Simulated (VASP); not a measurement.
Data:

```
YN
1.0
    0.00000     2.36741     2.36741
    2.36741     0.00000     2.36741
    2.36741     2.36741     0.00000
Y N
1 1
Direct
  0.00000   0.00000   0.00000
  0.50000   0.50000   0.50000
```

All values below come from PBEsol GGA, VASP's PBE PAW potentials (set 64) (plane waves; VASP 6.6.1). Settings: 600 eV cut-off, 10×10×10 Γ-centred mesh, Gaussian smearing of 0.050 eV, potentials Y_sv N.

**Question.** What does the run give for the energy per atom (σ→0), pressure, band gap (on the k-mesh) with the smallest direct gap where there is one?

**Answer.** 
* **band gap (on the k-mesh)**: none (metal, semimetal or under 0.01 eV)
* **energy per atom (σ→0)**: -9.520 eV/atom
* **pressure**: 14.93 GPa

Total energies compare only between runs with the same potentials, cut-off and functional.

The compound is YN in the rock salt structure. It was relaxed first under an external pressure of 15 GPa.
